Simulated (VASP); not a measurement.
OSZICAR of a VASP run on SnTe (relaxed from the rock salt structure, space group Fm-3m):

OSZICAR:
```
       N       E                     dE             d eps       ncg     rms          rms(c)
DAV:   1     0.120175752633E+03    0.12018E+03   -0.93574E+03   560   0.159E+03
DAV:   2     0.224374283768E+01   -0.11793E+03   -0.11595E+03   578   0.364E+02
DAV:   3    -0.812815669638E+01   -0.10372E+02   -0.10260E+02   740   0.994E+01
DAV:   4    -0.838668894888E+01   -0.25853E+00   -0.25848E+00   610   0.169E+01
DAV:   5    -0.839814403130E+01   -0.11455E-01   -0.11455E-01   854   0.348E+00    0.496E+00
DAV:   6    -0.834751786342E+01    0.50626E-01   -0.12016E-01   760   0.317E+00    0.314E+00
DAV:   7    -0.834549520879E+01    0.20227E-02   -0.44758E-02   688   0.155E+00    0.696E-01
DAV:   8    -0.834481428892E+01    0.68092E-03   -0.69953E-03   668   0.830E-01    0.157E-01
DAV:   9    -0.834487742081E+01   -0.63132E-04   -0.48120E-04   678   0.225E-01    0.365E-02
DAV:  10    -0.834486532729E+01    0.12094E-04   -0.51158E-05   692   0.750E-02    0.203E-02
DAV:  11    -0.834486512187E+01    0.20542E-06   -0.25832E-05   700   0.485E-02    0.197E-02
DAV:  12    -0.834486463891E+01    0.48295E-06   -0.28125E-06   552   0.164E-02
   1 F= -.64078576E+01 E0= -.64078576E+01  d E =-.640786E+01
       N       E                     dE             d eps       ncg     rms          rms(c)
DAV:   1    -0.117342946678E+02   -0.33894E+01   -0.69515E+01   686   0.120E+02    0.119E+01
DAV:   2    -0.876744661993E+01    0.29668E+01   -0.63692E+00   680   0.510E+01    0.446E+00
DAV:   3    -0.816189061989E+01    0.60556E+00   -0.15280E+00   692   0.206E+01    0.104E+00
DAV:   4    -0.813747260469E+01    0.24418E-01   -0.74485E-02   774   0.241E+00    0.949E-01
DAV:   5    -0.813188545606E+01    0.55871E-02   -0.31071E-03   700   0.547E-01    0.458E-01
DAV:   6    -0.813017506328E+01    0.17104E-02   -0.14250E-03   844   0.358E-01    0.561E-02
DAV:   7    -0.813015756373E+01    0.17500E-04   -0.78962E-05   698   0.116E-01    0.199E-02
DAV:   8    -0.813015385988E+01    0.37039E-05   -0.12974E-05   596   0.434E-02    0.829E-03
DAV:   9    -0.813015276375E+01    0.10961E-05   -0.15722E-06   316   0.198E-02    0.415E-03
DAV:  10    -0.813015260132E+01    0.16244E-06   -0.18567E-07   292   0.569E-03
   2 F= -.64533667E+01 E0= -.64533667E+01  d E =-.455091E-01
       N       E                     dE             d eps       ncg     rms          rms(c)
DAV:   1    -0.880804868179E+01   -0.67790E+00   -0.12896E+01   692   0.664E+01    0.447E+00
DAV:   2    -0.838489007997E+01    0.42316E+00   -0.71369E-01   680   0.151E+01    0.181E+00
DAV:   3    -0.827626834464E+01    0.10862E+00   -0.31175E-01   708   0.898E+00    0.322E-01
DAV:   4    -0.827306987321E+01    0.31985E-02   -0.95060E-03   592   0.934E-01    0.399E-01
DAV:   5    -0.827149076185E+01    0.15791E-02   -0.12138E-03   844   0.320E-01    0.957E-02
DAV:   6    -0.827141853764E+01    0.72224E-04   -0.24000E-04   698   0.279E-01    0.229E-02
DAV:   7    -0.827141542155E+01    0.31161E-05   -0.11825E-05   710   0.460E-02    0.441E-03
DAV:   8    -0.827141540603E+01    0.15516E-07   -0.15429E-06   286   0.190E-02
   3 F= -.64951591E+01 E0= -.64951591E+01  d E =-.873015E-01
```

**Question.** Which electronic solver shows in the log?

**Answer.** It is blocked Davidson (ALGO = Normal, or the opening steps of other solvers). The INCAR had ALGO = Normal.

**Question.** Can the final energy be trusted as converged?

**Answer.** The run converged. It stopped with EDIFF = 1E-6, NELM = 100, NSW = 40 and EDIFFG = -0.02 after 3 ionic steps (PBEsol GGA, plane waves, VASP's PBE PAW potentials (set 64)). Energy and stress use the plane-wave basis of the starting cell.

The structure was generated: SnTe was put into the rock salt type (Fm-3m), which need not be its known phase. This run relaxes it under an external pressure of 5 GPa. Symmetry was kept, so distortions that lower it aren't found.
